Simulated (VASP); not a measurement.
# Zr2Ni: structure and properties in VASP, part 10 of 17

Aim: relax Zr2Ni, then compute properties on the relaxed cell. The start is a cell from a database of measured crystal structures.

VASP 6.6.1, plane waves and PAW; the level of theory is named at each step.

Still holding for the runs below: This run allows spin, but its moments start at zero, where symmetry between the spins tends to hold them, which is where the search above led.

So far. Step 9 (Second relaxation): It ends with a largest force of 0.001 eV/Å and a pressure of -0.04 GPa. The volume moved by under 0.01 %: the run met its threshold at the first step. Step 10 (Single point with fields (r2SCAN + rVV10)): In this run the pressure is -0.06 GPa, small enough to go on; single stress components reach 0.07 GPa.

## Step 11: Bands along the symmetry lines (r2SCAN + rVV10)

Level of this step: r2SCAN with rVV10, zero-moment start; plane waves and PAW (Zr_sv, Ni) (VASP).

Levels along the symmetry lines show where the bands peak and cross; KPOINTS_OPT computes them in the converged potential.

The input, INCAR:

```
SYSTEM = Zr2Ni
PREC = Accurate
ENCUT = 400
EDIFF = 1E-06
NELM = 100
ISMEAR = 1
SIGMA = 0.2
LREAL = .FALSE.
ALGO = Normal
METAGGA = R2SCAN
LUSE_VDW = .TRUE.
IVDW_NL = 2
BPARAM = 11.95
CPARAM = 0.0093
LASPH = .TRUE.
NBANDS = 55
ISPIN = 2
MAGMOM = -0 -0 -0 -0 0 0
LMAXMIX = 4
LORBIT = 11
LWAVE = .FALSE.
LCHARG = .FALSE.
KPAR = 8
```

The input, POSCAR:

```
Zr2Ni
1.0
   -3.2248219807      3.2248219807      2.6123026764
    3.2248219807     -3.2248219807      2.6123026764
    3.2248219807      3.2248219807     -2.6123026764
Zr Ni
4 2
Direct
    0.6641183882      0.1641183882      0.8282367764
    0.1641183882      0.3358816118      0.5000000000
    0.3358816118      0.8358816118      0.1717632236
    0.8358816118      0.6641183882      0.5000000000
    0.2500000000      0.2500000000      0.0000000000
    0.7500000000      0.7500000000      0.0000000000
```

The input, KPOINTS:

```
Automatic mesh
0
Gamma
7 7 7
0 0 0
```

The input, KPOINTS_OPT:

```
Line mode
16
Line-mode
Reciprocal
  0.00000000   0.00000000   0.00000000 GAMMA
  0.00000000   0.00000000   0.50000000 X

  0.00000000   0.00000000   0.50000000 X
 -0.50000000   0.50000000   0.50000000 M

 -0.50000000   0.50000000   0.50000000 M
  0.00000000   0.00000000   0.00000000 GAMMA

  0.00000000   0.00000000   0.00000000 GAMMA
  0.41404973   0.41404973  -0.41404973 Z

  0.41404973   0.41404973  -0.41404973 Z
  0.25000000   0.25000000   0.25000000 P

  0.25000000   0.25000000   0.25000000 P
  0.00000000   0.50000000   0.00000000 N

  0.00000000   0.50000000   0.00000000 N
 -0.41404973   0.58595027   0.41404973 Z1

 -0.41404973   0.58595027   0.41404973 Z1
 -0.50000000   0.50000000   0.50000000 M

  0.00000000   0.00000000   0.50000000 X
  0.25000000   0.25000000   0.25000000 P
```

The projector-augmented-wave data sets are Zr_sv and Ni (PBE family, release 64).

On the command line:

```
> mpirun -np 8 vasp_std
```

Output:

```text
[... set-up lines as in an earlier step ...]
 entering main loop
       N       E                     dE             d eps       ncg     rms          rms(c)
Total rVV10 correction in eV:      1.4521748    70.4878365
Total rVV10 correction in eV:      1.4521748    70.4878365
Total rVV10 correction in eV:      1.4521748    70.4878365
Total rVV10 correction in eV:      1.4521748    70.4878365
Total rVV10 correction in eV:      1.4521748    70.4878365
Total rVV10 correction in eV:      1.4521748    70.4878365
Total rVV10 correction in eV:      1.4521748    70.4878365
Total rVV10 correction in eV:      1.4521748    70.4878365
DAV:   1     0.638754643797E+03    0.63875E+03   -0.27031E+04  8800   0.117E+03
DAV:   2    -0.644386207017E+02   -0.70319E+03   -0.66790E+03  8958   0.381E+02
DAV:   3    -0.140344971325E+03   -0.75906E+02   -0.71191E+02 12700   0.115E+02
DAV:   4    -0.148155102612E+03   -0.78101E+01   -0.75369E+01 14040   0.309E+01
DAV:   5    -0.148475058588E+03   -0.31996E+00   -0.31936E+00 11602   0.659E+00    0.386E+01
Total rVV10 correction in eV:      1.3343886    70.4878382
Total rVV10 correction in eV:      1.3343886    70.4878382
Total rVV10 correction in eV:      1.3343886    70.4878382
Total rVV10 correction in eV:      1.3343886    70.4878382
Total rVV10 correction in eV:      1.3343886    70.4878382
Total rVV10 correction in eV:      1.3343886    70.4878382
Total rVV10 correction in eV:      1.3343886    70.4878382
Total rVV10 correction in eV:      1.3343886    70.4878382
DAV:   6    -0.137252273727E+03    0.11223E+02   -0.13254E+02 10760   0.125E+02    0.447E+01
Total rVV10 correction in eV:      1.3574247    70.4878389
Total rVV10 correction in eV:      1.3574247    70.4878389
Total rVV10 correction in eV:      1.3574247    70.4878389
Total rVV10 correction in eV:      1.3574247    70.4878389
Total rVV10 correction in eV:      1.3574247    70.4878389
Total rVV10 correction in eV:      1.3574247    70.4878389
Total rVV10 correction in eV:      1.3574247    70.4878389
Total rVV10 correction in eV:      1.3574247    70.4878389
DAV:   7    -0.116360907381E+03    0.20891E+02   -0.40494E+01 12056   0.440E+01    0.104E+01
Total rVV10 correction in eV:      1.3548832    70.4878386
Total rVV10 correction in eV:      1.3548832    70.4878386
Total rVV10 correction in eV:      1.3548832    70.4878386
Total rVV10 correction in eV:      1.3548832    70.4878386
Total rVV10 correction in eV:      1.3548832    70.4878386
Total rVV10 correction in eV:      1.3548832    70.4878386
Total rVV10 correction in eV:      1.3548832    70.4878386
Total rVV10 correction in eV:      1.3548832    70.4878386
DAV:   8    -0.116051922377E+03    0.30899E+00   -0.72093E+00 11970   0.275E+01    0.114E+01
Total rVV10 correction in eV:      1.3355391    70.4878382
Total rVV10 correction in eV:      1.3355391    70.4878382
Total rVV10 correction in eV:      1.3355391    70.4878382
Total rVV10 correction in eV:      1.3355391    70.4878382
Total rVV10 correction in eV:      1.3355391    70.4878382
Total rVV10 correction in eV:      1.3355391    70.4878382
Total rVV10 correction in eV:      1.3355391    70.4878382
Total rVV10 correction in eV:      1.3355391    70.4878382
DAV:   9    -0.115509449861E+03    0.54247E+00   -0.40155E+00 12071   0.194E+01    0.387E+00
Total rVV10 correction in eV:      1.3341214    70.4878385
Total rVV10 correction in eV:      1.3341214    70.4878385
Total rVV10 correction in eV:      1.3341214    70.4878385
Total rVV10 correction in eV:      1.3341214    70.4878385
Total rVV10 correction in eV:      1.3341214    70.4878385
Total rVV10 correction in eV:      1.3341214    70.4878385
Total rVV10 correction in eV:      1.3341214    70.4878385
Total rVV10 correction in eV:      1.3341214    70.4878385
DAV:  10    -0.115456457919E+03    0.52992E-01   -0.26813E-01 12859   0.303E+00    0.250E+00
Total rVV10 correction in eV:      1.3335120    70.4878384
Total rVV10 correction in eV:      1.3335120    70.4878384
Total rVV10 correction in eV:      1.3335120    70.4878384
Total rVV10 correction in eV:      1.3335120    70.4878384
Total rVV10 correction in eV:      1.3335120    70.4878384
Total rVV10 correction in eV:      1.3335120    70.4878384
Total rVV10 correction in eV:      1.3335120    70.4878384
Total rVV10 correction in eV:      1.3335120    70.4878384
DAV:  11    -0.115441941061E+03    0.14517E-01   -0.91751E-02 12859   0.270E+00    0.410E-01
Total rVV10 correction in eV:      1.3344008    70.4878384
Total rVV10 correction in eV:      1.3344008    70.4878384
Total rVV10 correction in eV:      1.3344008    70.4878384
Total rVV10 correction in eV:      1.3344008    70.4878384
Total rVV10 correction in eV:      1.3344008    70.4878384
Total rVV10 correction in eV:      1.3344008    70.4878384
Total rVV10 correction in eV:      1.3344008    70.4878384
Total rVV10 correction in eV:      1.3344008    70.4878384
DAV:  12    -0.115444596485E+03   -0.26554E-02   -0.14717E-02 10826   0.557E-01    0.190E-01
Total rVV10 correction in eV:      1.3347408    70.4878384
Total rVV10 correction in eV:      1.3347408    70.4878384
Total rVV10 correction in eV:      1.3347408    70.4878384
Total rVV10 correction in eV:      1.3347408    70.4878384
Total rVV10 correction in eV:      1.3347408    70.4878384
Total rVV10 correction in eV:      1.3347408    70.4878384
Total rVV10 correction in eV:      1.3347408    70.4878384
Total rVV10 correction in eV:      1.3347408    70.4878384
DAV:  13    -0.115444665102E+03   -0.68617E-04   -0.47858E-04 12920   0.101E-01    0.981E-02
Total rVV10 correction in eV:      1.3349526    70.4878384
Total rVV10 correction in eV:      1.3349526    70.4878384
Total rVV10 correction in eV:      1.3349526    70.4878384
Total rVV10 correction in eV:      1.3349526    70.4878384
Total rVV10 correction in eV:      1.3349526    70.4878384
Total rVV10 correction in eV:      1.3349526    70.4878384
Total rVV10 correction in eV:      1.3349526    70.4878384
Total rVV10 correction in eV:      1.3349526    70.4878384
DAV:  14    -0.115444665489E+03   -0.38665E-06   -0.58135E-05 11959   0.506E-02    0.675E-02
Total rVV10 correction in eV:      1.3349357    70.4878384
Total rVV10 correction in eV:      1.3349357    70.4878384
Total rVV10 correction in eV:      1.3349357    70.4878384
Total rVV10 correction in eV:      1.3349357    70.4878384
Total rVV10 correction in eV:      1.3349357    70.4878384
Total rVV10 correction in eV:      1.3349357    70.4878384
Total rVV10 correction in eV:      1.3349357    70.4878384
Total rVV10 correction in eV:      1.3349357    70.4878384
DAV:  15    -0.115444637202E+03    0.28287E-04   -0.22723E-05 11512   0.469E-02    0.268E-02
Total rVV10 correction in eV:      1.3349482    70.4878384
Total rVV10 correction in eV:      1.3349482    70.4878384
Total rVV10 correction in eV:      1.3349482    70.4878384
Total rVV10 correction in eV:      1.3349482    70.4878384
Total rVV10 correction in eV:      1.3349482    70.4878384
Total rVV10 correction in eV:      1.3349482    70.4878384
Total rVV10 correction in eV:      1.3349482    70.4878384
Total rVV10 correction in eV:      1.3349482    70.4878384
DAV:  16    -0.115444631534E+03    0.56676E-05   -0.10154E-05 11314   0.271E-02    0.580E-03
Total rVV10 correction in eV:      1.3349542    70.4878384
Total rVV10 correction in eV:      1.3349542    70.4878384
Total rVV10 correction in eV:      1.3349542    70.4878384
Total rVV10 correction in eV:      1.3349542    70.4878384
Total rVV10 correction in eV:      1.3349542    70.4878384
Total rVV10 correction in eV:      1.3349542    70.4878384
Total rVV10 correction in eV:      1.3349542    70.4878384
Total rVV10 correction in eV:      1.3349542    70.4878384
DAV:  17    -0.115444631715E+03   -0.18107E-06   -0.14563E-06  6860   0.663E-03
Total rVV10 correction in eV:      1.3349497    70.4878384
Total rVV10 correction in eV:      1.3349497    70.4878384
Total rVV10 correction in eV:      1.3349497    70.4878384
Total rVV10 correction in eV:      1.3349497    70.4878384
Total rVV10 correction in eV:      1.3349497    70.4878384
Total rVV10 correction in eV:      1.3349497    70.4878384
Total rVV10 correction in eV:      1.3349497    70.4878384
Total rVV10 correction in eV:      1.3349497    70.4878384
Total rVV10 correction in eV:      1.3349558    70.4878384
Total rVV10 correction in eV:      1.3349558    70.4878384
Total rVV10 correction in eV:      1.3349558    70.4878384
Total rVV10 correction in eV:      1.3349558    70.4878384
Total rVV10 correction in eV:      1.3349558    70.4878384
Total rVV10 correction in eV:      1.3349558    70.4878384
Total rVV10 correction in eV:      1.3349558    70.4878384
Total rVV10 correction in eV:      1.3349558    70.4878384
   1 F= -.11544463E+03 E0= -.11544442E+03  d E =-.633340E-03  mag=     0.0000
 Start KPOINTS_OPT (optional k-point list driver)
k-point batch [1-40\144]
       N       E                     dE             ncg
DAV:   1     0.119034100258E+05   -0.35105E+05     8800
DAV:   2    -0.166363371784E+05   -0.28540E+05     9042
DAV:   3    -0.194690791618E+05   -0.28327E+04    11968
DAV:   4    -0.197529245110E+05   -0.28385E+03    14072
DAV:   5    -0.197639355017E+05   -0.11011E+02    12149
DAV:   6    -0.197641059181E+05   -0.17042E+00    13091
DAV:   7    -0.197641096536E+05   -0.37356E-02    11865
DAV:   8    -0.197641097712E+05   -0.11759E-03    12651
DAV:   9    -0.197641097742E+05   -0.29528E-05     8081
DAV:  10    -0.197641097745E+05   -0.29073E-06     6299
[...]
k-point batch [121-144\144]
       N       E                     dE             ncg
DAV:   1     0.349819507199E+05   -0.30320E+05     5280
DAV:   2     0.178572113922E+05   -0.17125E+05     5410
DAV:   3     0.161684628721E+05   -0.16887E+04     6956
DAV:   4     0.159764311132E+05   -0.19203E+03     8504
DAV:   5     0.159699962467E+05   -0.64349E+01     7085
DAV:   6     0.159698899494E+05   -0.10630E+00     7761
DAV:   7     0.159698871490E+05   -0.28004E-02     6966
DAV:   8     0.159698870702E+05   -0.78786E-04     7609
DAV:   9     0.159698870677E+05   -0.25470E-05     4877
DAV:  10     0.159698870675E+05   -0.16032E-06     3866
```

Run time: 4.7 min. Hardware: 8 MPI ranks of Intel Xeon 6975P-C (Granite Rapids), shared host; peak memory 5.1 GiB; 37 min of CPU time.

From OUTCAR (step 11):

```text
   k-points           NKPTS =     40   k-points in BZ     NKDIM =     40   number of bands    NBANDS=     55

   NELECT =      68.0000    total number of electrons

 E-fermi :   9.4914

 spin component 1
 k-point     1 :       0.0000    0.0000    0.0000
  band No.  band energies     occupation
    ...
     29       8.5068      1.00000
     30       8.5068      1.00000
     31       8.5589      1.00000
     32       9.3120      1.01086
     33       9.3120      1.01084
     34       9.5812      0.15912
     35       9.6343      0.03506
     36       9.8761     -0.01015
     37       9.8761     -0.01015
     38      10.0582     -0.00023
    ...

 k-point     2 :       0.1429    0.0000    0.0000
  band No.  band energies     occupation
    ...
     30       8.5439      1.00000
     31       8.6270      1.00000
     32       8.7624      1.00000
     33       9.0333      1.00281
     34       9.0842      1.00711
     35       9.8545     -0.01383
     36      10.0560     -0.00024
     37      10.1248     -0.00004
     38      10.6292     -0.00000
     39      11.2399     -0.00000
    ...

  Total       -0.0257157     -0.0257157     -0.0387150      0.0000000      0.0000000      0.0000000
  in kB       -0.3791524     -0.3791524     -0.5708145      0.0000000      0.0000000      0.0000000
  external PRESSURE =      -0.4430397 kB  Pullay stress =       0.0000000 kB

 POSITION                                       TOTAL-FORCE (eV/Angst)
 -----------------------------------------------------------------------------------
      1.05851      4.28333      0.00000        -0.000721     -0.000721      0.000000
      2.16632      1.05851      0.00000         0.000721     -0.000721     -0.000000
      2.16632     -1.05851      2.61230         0.000721      0.000721      0.000000
      1.05851      2.16632      2.61230        -0.000721      0.000721     -0.000000
      0.00000      0.00000      1.30615         0.000000     -0.000000     -0.000000
      0.00000      0.00000      3.91845         0.000000     -0.000000     -0.000000
 -----------------------------------------------------------------------------------
    total drift:                                0.000000     -0.000000     -0.000000

  FREE ENERGIE OF THE ION-ELECTRON SYSTEM (eV)
  ---------------------------------------------------
  free  energy   TOTEN  =      -115.4446317151 eV

  energy  without entropy=     -115.4439983748  energy(sigma->0) =     -115.44442060

 magnetization (x)
# of ion       s       p       d       tot
------------------------------------------
    1        0.000  -0.000   0.000   0.000
    2        0.000  -0.000   0.000   0.000
    3        0.000  -0.000   0.000   0.000
    4        0.000  -0.000   0.000   0.000
    5       -0.000  -0.000  -0.000  -0.000
    6       -0.000  -0.000  -0.000  -0.000
--------------------------------------------------
tot          0.000  -0.000  -0.000   0.000

[... 9 parts as in an earlier step ...]

[... 10 further parts left out ...]
```

This step gave:

```yaml
bands: 55
pressure: -0.04430 GPa
```

Both spin channels agree. The electronic bands at the labelled points (eV, zero at the Fermi level; # counts the bands kept in this run, so #1 is VASP's band 17):

| point | #15 | #16 | #17 | #18 | #19 | #20 | #21 | #22 |
| --- | --- | --- | --- | --- | --- | --- | --- | --- |
| Γ | -0.93 | -0.18 | -0.18 | 0.09 | 0.14 | 0.38 | 0.38 | 0.57 |
| 0.53 of the way | -0.79 | -0.51 | -0.33 | -0.19 | 0.27 | 0.35 | 0.48 | 0.59 |
| X | -0.89 | -0.86 | -0.53 | -0.47 | 0.32 | 0.44 | 0.61 | 0.63 |
| 0.47 of the way | -0.87 | -0.82 | -0.56 | -0.18 | -0.13 | 0.62 | 0.83 | 1.03 |
| M | -0.75 | -0.75 | -0.65 | -0.37 | -0.03 | 1.02 | 1.35 | 1.43 |
| 0.47 of the way | -0.88 | -0.41 | -0.27 | -0.26 | 0.11 | 0.22 | 0.59 | 0.94 |
| Γ | -0.93 | -0.18 | -0.18 | 0.09 | 0.14 | 0.38 | 0.38 | 0.57 |
| 0.53 of the way | -1.35 | -1.12 | -0.39 | -0.39 | 0.99 | 0.99 | 1.02 | 1.39 |
| Z | -0.86 | -0.61 | -0.61 | -0.61 | 0.02 | 1.08 | 1.54 | 1.64 |
| 0.47 of the way | -1.36 | -0.56 | -0.40 | -0.37 | 0.26 | 0.93 | 0.94 | 1.21 |
| P | -0.24 | -0.24 | -0.04 | -0.04 | -0.03 | -0.03 | 0.62 | 0.62 |
| 0.53 of the way | -0.57 | -0.57 | -0.21 | -0.21 | 0.57 | 0.57 | 0.77 | 0.77 |
| N | -0.61 | -0.61 | -0.27 | -0.27 | 0.69 | 0.69 | 0.82 | 0.82 |
| 0.53 of the way | -1.20 | -0.80 | -0.35 | -0.14 | 0.08 | 0.94 | 1.29 | 1.38 |
| Z1 | -0.86 | -0.61 | -0.61 | -0.61 | 0.02 | 1.08 | 1.54 | 1.64 |
| 0.53 of the way | -0.72 | -0.72 | -0.69 | -0.44 | -0.06 | 1.03 | 1.42 | 1.54 |
| M | -0.75 | -0.75 | -0.65 | -0.37 | -0.03 | 1.02 | 1.35 | 1.43 |
| jump to X | -0.89 | -0.86 | -0.53 | -0.47 | 0.32 | 0.44 | 0.61 | 0.63 |
| 0.47 of the way | -0.72 | -0.61 | -0.44 | -0.36 | -0.04 | 0.29 | 0.84 | 0.99 |
| P | -0.24 | -0.24 | -0.04 | -0.04 | -0.03 | -0.03 | 0.62 | 0.62 |

Of the projections kept (Zr, Ni), the largest for each band there, as a share of the weight inside these atoms' spheres; weight between the spheres isn't counted:

| point | #15 | #16 | #17 | #18 | #19 | #20 | #21 | #22 |
| --- | --- | --- | --- | --- | --- | --- | --- | --- |
| Γ | Zr 0.52 | Zr 0.59 | Zr 0.59 | Ni 0.87 | Zr 0.76 | Zr 0.78 | Zr 0.78 | Ni 0.60 |
| X | Zr 0.59 | Zr 0.81 | Ni 0.57 | Ni 0.55 | Ni 0.82 | Zr 0.68 | Zr 0.84 | Zr 0.86 |
| M | Zr 0.60 | Zr 0.60 | Zr 0.84 | Zr 0.66 | Zr 0.78 | Zr 0.68 | Ni 0.85 | Zr 0.72 |
| Γ | Zr 0.52 | Zr 0.59 | Zr 0.59 | Ni 0.87 | Zr 0.76 | Zr 0.78 | Zr 0.78 | Ni 0.60 |
| Z | Zr 0.67 | Zr 0.67 | Zr 0.67 | Zr 0.54 | Zr 0.89 | Zr 0.70 | Ni 0.60 | Zr 0.79 |
| P | Zr 0.74 | Zr 0.74 | Zr 0.64 | Zr 0.64 | Zr 0.83 | Zr 0.83 | Zr 0.67 | Zr 0.67 |

There is no gap at this level.

Of the bands kept, 3 cross the Fermi level on this path.

(Part 10 of 17 ends here.)

[Lines on the potential files, build, host, timing and source positions are cut from VASP's logs without a mark.]

[Logs are printed without paths, hosts, clocks, repeated set-up lines and the standing remarks that a program may print on its own settings, such as how far it seeks lower states.]

[Hosts, paths, dates, database ids (printed as entryN), source tags and the programs' standing remarks are cut or masked in the printed files.]

[A measured line is paired with the nearest computed mode of its activity, which favours agreement.]

[In band tables of VASP the shares of atoms and orbitals are scaled to a sum of 1 inside the atoms' spheres.]
